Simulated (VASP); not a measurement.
Here is a VASP 6.6.1 calculation.

File INCAR:

```
SYSTEM = Fe
PREC = Accurate
ENCUT = 520
EDIFF = 1E-6
ISMEAR = 1
SIGMA = 0.1
LREAL = .False.
LASPH = .True.
NELM = 150
ALGO = Normal
ISIF = 2
LWAVE = .False.
LCHARG = .False.
ISPIN = 2
MAGMOM = 2.5
LORBIT = 11
LMAXMIX = 4
METAGGA = R2SCAN
LMIXTAU = .True.
AMIX = 0.2
BMIX = 1E-4
AMIX_MAG = 0.8
BMIX_MAG = 1E-4
```

Contents of KPOINTS:

```
regular mesh
0
Gamma
  18 18 18
  0 0 0
```

Contents of POSCAR:

```
Fe                                      
1.0
   -1.4301361076      1.4301361076      1.4301361076
    1.4301361076     -1.4301361076      1.4301361076
    1.4301361076      1.4301361076     -1.4301361076
  Fe            
     1
Direct
     0.0000000000000000    0.0000000000000000    0.0000000000000000
```

File KPOINTS_OPT:

```
explicit points
121
Reciprocal
 0.0000000000  0.0000000000  0.0000000000 1
 0.0263157895 -0.0263157895  0.0263157895 1
 0.0526315789 -0.0526315789  0.0526315789 1
 0.0789473684 -0.0789473684  0.0789473684 1
 0.1052631579 -0.1052631579  0.1052631579 1
 0.1315789474 -0.1315789474  0.1315789474 1
 0.1578947368 -0.1578947368  0.1578947368 1
 0.1842105263 -0.1842105263  0.1842105263 1
 0.2105263158 -0.2105263158  0.2105263158 1
 0.2368421053 -0.2368421053  0.2368421053 1
 0.2631578947 -0.2631578947  0.2631578947 1
 0.2894736842 -0.2894736842  0.2894736842 1
 0.3157894737 -0.3157894737  0.3157894737 1
 0.3421052632 -0.3421052632  0.3421052632 1
 0.3684210526 -0.3684210526  0.3684210526 1
 0.3947368421 -0.3947368421  0.3947368421 1
 0.4210526316 -0.4210526316  0.4210526316 1
 0.4473684211 -0.4473684211  0.4473684211 1
 0.4736842105 -0.4736842105  0.4736842105 1
 0.5000000000 -0.5000000000  0.5000000000 1
 0.5000000000 -0.5000000000  0.5000000000 1
 0.4736842105 -0.4736842105  0.5000000000 1
 0.4473684211 -0.4473684211  0.5000000000 1
 0.4210526316 -0.4210526316  0.5000000000 1
 0.3947368421 -0.3947368421  0.5000000000 1
 0.3684210526 -0.3684210526  0.5000000000 1
 0.3421052632 -0.3421052632  0.5000000000 1
 0.3157894737 -0.3157894737  0.5000000000 1
 0.2894736842 -0.2894736842  0.5000000000 1
 0.2631578947 -0.2631578947  0.5000000000 1
 0.2368421053 -0.2368421053  0.5000000000 1
 0.2105263158 -0.2105263158  0.5000000000 1
 0.1842105263 -0.1842105263  0.5000000000 1
 0.1578947368 -0.1578947368  0.5000000000 1
 0.1315789474 -0.1315789474  0.5000000000 1
 0.1052631579 -0.1052631579  0.5000000000 1
 0.0789473684 -0.0789473684  0.5000000000 1
 0.0526315789 -0.0526315789  0.5000000000 1
 0.0263157895 -0.0263157895  0.5000000000 1
 0.0000000000  0.0000000000  0.5000000000 1
 0.0000000000  0.0000000000  0.5000000000 1
 0.0000000000  0.0000000000  0.4736842105 1
 0.0000000000  0.0000000000  0.4473684211 1
 0.0000000000  0.0000000000  0.4210526316 1
 0.0000000000  0.0000000000  0.3947368421 1
 0.0000000000  0.0000000000  0.3684210526 1
 0.0000000000  0.0000000000  0.3421052632 1
 0.0000000000  0.0000000000  0.3157894737 1
 0.0000000000  0.0000000000  0.2894736842 1
 0.0000000000  0.0000000000  0.2631578947 1
 0.0000000000  0.0000000000  0.2368421053 1
 0.0000000000  0.0000000000  0.2105263158 1
 0.0000000000  0.0000000000  0.1842105263 1
 0.0000000000  0.0000000000  0.1578947368 1
 0.0000000000  0.0000000000  0.1315789474 1
 0.0000000000  0.0000000000  0.1052631579 1
 0.0000000000  0.0000000000  0.0789473684 1
 0.0000000000  0.0000000000  0.0526315789 1
 0.0000000000  0.0000000000  0.0263157895 1
 0.0000000000  0.0000000000  0.0000000000 1
 0.0000000000  0.0000000000  0.0000000000 1
 0.0131578947  0.0131578947  0.0131578947 1
 0.0263157895  0.0263157895  0.0263157895 1
 0.0394736842  0.0394736842  0.0394736842 1
 0.0526315789  0.0526315789  0.0526315789 1
 0.0657894737  0.0657894737  0.0657894737 1
 0.0789473684  0.0789473684  0.0789473684 1
 0.0921052632  0.0921052632  0.0921052632 1
 0.1052631579  0.1052631579  0.1052631579 1
 0.1184210526  0.1184210526  0.1184210526 1
 0.1315789474  0.1315789474  0.1315789474 1
 0.1447368421  0.1447368421  0.1447368421 1
 0.1578947368  0.1578947368  0.1578947368 1
 0.1710526316  0.1710526316  0.1710526316 1
 0.1842105263  0.1842105263  0.1842105263 1
 0.1973684211  0.1973684211  0.1973684211 1
 0.2105263158  0.2105263158  0.2105263158 1
 0.2236842105  0.2236842105  0.2236842105 1
 0.2368421053  0.2368421053  0.2368421053 1
 0.2500000000  0.2500000000  0.2500000000 1
 0.2500000000  0.2500000000  0.2500000000 1
 0.2631578947  0.2105263158  0.2631578947 1
 0.2763157895  0.1710526316  0.2763157895 1
 0.2894736842  0.1315789474  0.2894736842 1
 0.3026315789  0.0921052632  0.3026315789 1
 0.3157894737  0.0526315789  0.3157894737 1
 0.3289473684  0.0131578947  0.3289473684 1
 0.3421052632 -0.0263157895  0.3421052632 1
 0.3552631579 -0.0657894737  0.3552631579 1
 0.3684210526 -0.1052631579  0.3684210526 1
 0.3815789474 -0.1447368421  0.3815789474 1
 0.3947368421 -0.1842105263  0.3947368421 1
 0.4078947368 -0.2236842105  0.4078947368 1
 0.4210526316 -0.2631578947  0.4210526316 1
 0.4342105263 -0.3026315789  0.4342105263 1
 0.4473684211 -0.3421052632  0.4473684211 1
 0.4605263158 -0.3815789474  0.4605263158 1
 0.4736842105 -0.4210526316  0.4736842105 1
 0.4868421053 -0.4605263158  0.4868421053 1
 0.5000000000 -0.5000000000  0.5000000000 1
 0.2500000000  0.2500000000  0.2500000000 1
 0.2368421053  0.2368421053  0.2631578947 1
 0.2236842105  0.2236842105  0.2763157895 1
 0.2105263158  0.2105263158  0.2894736842 1
 0.1973684211  0.1973684211  0.3026315789 1
 0.1842105263  0.1842105263  0.3157894737 1
 0.1710526316  0.1710526316  0.3289473684 1
 0.1578947368  0.1578947368  0.3421052632 1
 0.1447368421  0.1447368421  0.3552631579 1
 0.1315789474  0.1315789474  0.3684210526 1
 0.1184210526  0.1184210526  0.3815789474 1
 0.1052631579  0.1052631579  0.3947368421 1
 0.0921052632  0.0921052632  0.4078947368 1
 0.0789473684  0.0789473684  0.4210526316 1
 0.0657894737  0.0657894737  0.4342105263 1
 0.0526315789  0.0526315789  0.4473684211 1
 0.0394736842  0.0394736842  0.4605263158 1
 0.0263157895  0.0263157895  0.4736842105 1
 0.0131578947  0.0131578947  0.4868421053 1
 0.0000000000  0.0000000000  0.5000000000 1
 0.0000000000  0.0000000000  0.0000000000 1
```

Potentials or basis: VASP PAW PBE potentials, release 64 (Fe).

Launch:

```sh
$ cat potpaw_PBE.64/Fe/POTCAR > POTCAR
$ mpirun -np 1 vasp_std > vasp.out
```

Q: Estimate the pressure.

A: 0.1 GPa.

Q: What does it give for the band gap along the path?

A: None (metal or under the smearing width).

Levels at the corners of the path, in eV from the Fermi level:
Spin up:
```
point  band 1  band 2  band 3  band 4  band 5  band 6  band 7  band 8  band 9
    Γ   -8.50   -3.04   -3.04   -3.04   -1.83   -1.83   25.73   25.73   25.73
    H   -5.31   -5.31   -0.74   -0.74   -0.74   10.02   10.02   10.02   15.59
    H   -5.31   -5.31   -0.74   -0.74   -0.74   10.02   10.02   10.02   15.59
    N   -5.36   -4.04   -1.79   -1.67   -0.49    0.59    6.97   18.87   20.35
    N   -5.36   -4.04   -1.79   -1.67   -0.49    0.59    6.97   18.87   20.35
    Γ   -8.50   -3.04   -3.04   -3.04   -1.83   -1.83   25.73   25.73   25.73
    Γ   -8.50   -3.04   -3.04   -3.04   -1.83   -1.83   25.73   25.73   25.73
    P   -3.79   -3.79   -3.79   -1.64   -1.64    8.49    8.49    8.49   10.74
    P   -3.79   -3.79   -3.79   -1.64   -1.64    8.49    8.49    8.49   10.74
    H   -5.31   -5.31   -0.74   -0.74   -0.74   10.02   10.02   10.02   15.59
    P   -3.79   -3.79   -3.79   -1.64   -1.64    8.49    8.49    8.49   10.74
    N   -5.36   -4.04   -1.79   -1.67   -0.49    0.59    6.97   18.87   20.35
```
Spin down:
```
point  band 1  band 2  band 3  band 4  band 5  band 6  band 7  band 8
    Γ   -9.14    0.34    0.34    0.34    2.58    2.58   25.35   25.35
    H   -2.70   -2.70    3.10    3.10    3.10   10.35   10.35   10.35
    H   -2.70   -2.70    3.10    3.10    3.10   10.35   10.35   10.35
    N   -3.53   -1.08    0.00    2.40    2.87    3.41    9.23   18.80
    N   -3.53   -1.08    0.00    2.40    2.87    3.41    9.23   18.80
    Γ   -9.14    0.34    0.34    0.34    2.58    2.58   25.35   25.35
    Γ   -9.14    0.34    0.34    0.34    2.58    2.58   25.35   25.35
    P   -1.61   -1.61   -1.61    2.92    2.92    9.72    9.72    9.72
    P   -1.61   -1.61   -1.61    2.92    2.92    9.72    9.72    9.72
    H   -2.70   -2.70    3.10    3.10    3.10   10.35   10.35   10.35
    P   -1.61   -1.61   -1.61    2.92    2.92    9.72    9.72    9.72
    N   -3.53   -1.08    0.00    2.40    2.87    3.41    9.23   18.80
```

Caveat: the PAW data sets were made with another functional, which shifts forces and pressure a little.
